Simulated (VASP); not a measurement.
SnTeS4:

```xyz
6
Lattice="6.1000 0.0000 0.0000 0.0000 3.7500 0.0000 0.0000 0.0000 6.5000" Properties=species:S:1:pos:R:3 pbc="T T T"
Sn    0.0000    0.0000    0.0000
Te    0.0000    1.8750    3.2500
S     4.5750    0.0000    4.3355
S     1.5250    0.0000    2.1645
S     1.5250    1.8750    5.4145
S     4.5750    1.8750    1.0855
```

The cell was built by a generator and needn't be a form met in nature.

| Item | Value |
| --- | --- |
| Program | VASP 6.6.1 |
| Task | relaxation of cell and atoms |
| Functional | PBE |
| Potentials or basis | VASP PAW PBE potentials, release 64 (Sn_d, Te, S) |
| Cutoff | 520 eV |
| k mesh | 3 × 4 × 2 |
| Occupations | gaussian, width 0.15 eV |
| Spin | no spin polarisation |

At the start: pressure 0.7 GPa; volume 24.78 Å³/atom.

**Question.** How do energy, volume and symmetry change on relaxing?

**Answer.** Over 10 steps the energy falls by 15.3 meV/atom and the volume is 25.27 Å³/atom (+2.0 %); space group P2/m (No. 10, to 0.05 Å).

The path:
| step | energy change (eV) | largest force (eV/Å) | pressure (GPa) | volume (Å³) |
| --- | --- | --- | --- | --- |
| 1 | 0.0000 | 0.5753 | 0.74 | 148.69 |
| 2 | -0.0498 | 0.4161 | -0.54 | 151.16 |
| 3 | -0.0598 | 0.3713 | -0.90 | 152.54 |
| 4 | -0.0440 | 0.4427 | -2.21 | 155.31 |
| 5 | -0.0605 | 0.3320 | -1.21 | 153.13 |
| 6 | -0.0857 | 0.1423 | -0.05 | 151.19 |
| 7 | -0.0858 | 0.1179 | 0.04 | 151.03 |
| 8 | -0.0858 | 0.1338 | 0.08 | 151.08 |
| 9 | -0.0890 | 0.0978 | 0.06 | 151.27 |
| 10 | -0.0918 | 0.0669 | 0.19 | 151.62 |

Final structure:
```
CELL_PARAMETERS angstrom
6.14328 0.00000 -0.01863
0.00000 3.76688 0.00000
-0.01990 0.00000 6.55224
ATOMIC_POSITIONS crystal
Sn 0.00000 0.00000 0.00000
Te 0.00000 0.50000 0.50000
S 0.75087 0.00000 0.67845
S 0.24913 0.00000 0.32155
S 0.24294 0.50000 0.84320
S 0.75706 0.50000 0.15680
```

Caveat: the k mesh is coarse (spacing up to 0.48 Å⁻¹), so the values aren't converged; this functional lacks dispersion, which binds the layers, so the pressure and a relaxed spacing across them are unreliable.
